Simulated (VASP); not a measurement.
VASP ran on this input.

File KPOINTS:
```
Automatic mesh
0
Gamma
14 14 14
0 0 0
```

### INCAR
```
SYSTEM = Pt
PREC = Accurate
ENCUT = 520
EDIFF = 1E-6
NELM = 100
ALGO = Normal
LREAL = .FALSE.
LASPH = .TRUE.
ISMEAR = 1
SIGMA = 0.1
GGA = 91
LMAXMIX = 6
LWAVE = .FALSE.
LCHARG = .FALSE.
IBRION = 2
ISIF = 3
NSW = 60
EDIFFG = -0.01
```

### POSCAR
```
Pt
1.0
  0.0000000000   1.9600000000   1.9600000000
  1.9600000000   0.0000000000   1.9600000000
  1.9600000000   1.9600000000   0.0000000000
Pt
1
Cart
  0.0000000000   0.0000000000   0.0000000000
```

POTCAR, in this order: Pt (PBE.64 set). Program: vasp_std.

Task: Translate this PW91 calculation to Quantum ESPRESSO's pw.x.

Result: One equivalent input (not run):
```
&CONTROL
  calculation = 'vc-relax'
  pseudo_dir = './pseudo'
  outdir = './out'
  tprnfor = .true.
  tstress = .true.
  nstep = 60
  forc_conv_thr = 0.00039
/
&SYSTEM
  ibrav = 0
  nat = 1
  ntyp = 1
  ecutwfc = 84
  occupations = 'smearing'
  smearing = 'methfessel-paxton'
  degauss = 0.00735
  input_dft = 'pw91'
/
&ELECTRONS
  conv_thr = 7.3e-08
  electron_maxstep = 100
/
&IONS
/
&CELL
/
ATOMIC_SPECIES
  Pt 195.084 Pt.upf
CELL_PARAMETERS angstrom
     0.0000000    1.9600000    1.9600000
     1.9600000    0.0000000    1.9600000
     1.9600000    1.9600000    0.0000000
ATOMIC_POSITIONS crystal
  Pt   0.0000000  0.0000000  0.0000000
K_POINTS automatic
  14 14 14 0 0 0
```
Limits of the translation: the potentials are each code's own (VASP's PAW set, PseudoDojo norm-conserving files in pw.x), so ENCUT and ecutwfc are chosen apart and not converted; conv_thr bounds pw.x's estimated SCF error, while EDIFF bounds the energy change between steps; forc_conv_thr acts on force components and is met together with etot_conv_thr.

The compound is Pt in the fcc structure. This run relaxes it. Symmetry was kept, so distortions that lower it aren't found.
